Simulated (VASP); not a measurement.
TePb: relaxation of cell and atoms with PBE

Crystal: TePb.

```
CELL_PARAMETERS angstrom
0.00000 3.17732 3.17732
3.17732 0.00000 3.17732
3.17732 3.17732 0.00000
ATOMIC_POSITIONS crystal
Te 0.50000 0.50000 0.50000
Pb 0.00000 0.00000 0.00000
```

```json
{"Program": "VASP 6.6.1", "Task": "relaxation of cell and atoms", "Functional": "PBE", "Potentials or basis": "VASP PAW PBE potentials, release 64 (Te, Pb_d)", "Cutoff": "600 eV", "k mesh": "8 × 8 × 8", "Occupations": "gaussian, width 0.01 eV", "Spin": "no spin polarisation", "Target pressure": "5.02 GPa", "Dipole correction": "no", "Further INCAR settings": "ALGO = Normal; EDIFF = 1e-06; IBRION = 2; EDIFFG = -0.002; NSW = 80; ISIF = 3"}
```

```
Relaxed volume                                         : 31.96 Å³/atom
Relaxed cell                                           : a = 4.488 Å, b = 4.488 Å, c = 4.488 Å, α = 60.00°, β = 60.00°, γ = 60.00°
Space group after relaxing (to 0.05 Å)                 : Fm-3m (No. 225)
Energy change on relaxing (the enthalpy is what falls) : +3.4 meV/atom
Ionic steps                                            : 3
Pressure after relaxing                                : 5.0 GPa
Band gap on the k mesh                                 : 0.61 eV, direct
```

Step by step:
```tsv
step	energy change (eV)	largest force (eV/Å)	pressure (GPa)	volume (Å³)
1	0.0000	0.0000	4.79	64.15
2	0.0135	0.0000	5.23	63.72
3	0.0069	0.0000	5.02	63.93
```

Final structure:
```
Te Pb
1.0
     0.00000    3.17360    3.17360
     3.17360    0.00000    3.17360
     3.17360    3.17360    0.00000
Te Pb
1 1
Cartesian
  3.1736 3.1736 3.1736
  0.0000 0.0000 0.0000
```

Levels at points of the mesh, in eV from the valence-band top:
```tsv
k point	band 8	band 9	band 10	band 11	band 12	band 13
(0.00, 0.00, 0.00)	-1.58	-1.58	-1.58	4.11	4.11	4.11
(0.50, 0.00, 0.00)	-1.08	-1.08	0.00	0.61	1.11	1.11
(0.50, 0.50, 0.00)	-4.96	-3.14	-3.14	3.03	5.65	5.65
```

Run time: 30 s on 1 thread of Intel(R) Xeon(R) Platinum 8488C (Sapphire Rapids), with other jobs on the host, peak memory 0.22 GiB.

Caveat: the cell is relaxed towards a set pressure, so the enthalpy falls and the energy may rise; spin-orbit coupling is left out, which as a rule narrows the gap of such compounds by several tenths of an eV. A k mesh can miss the band edges.
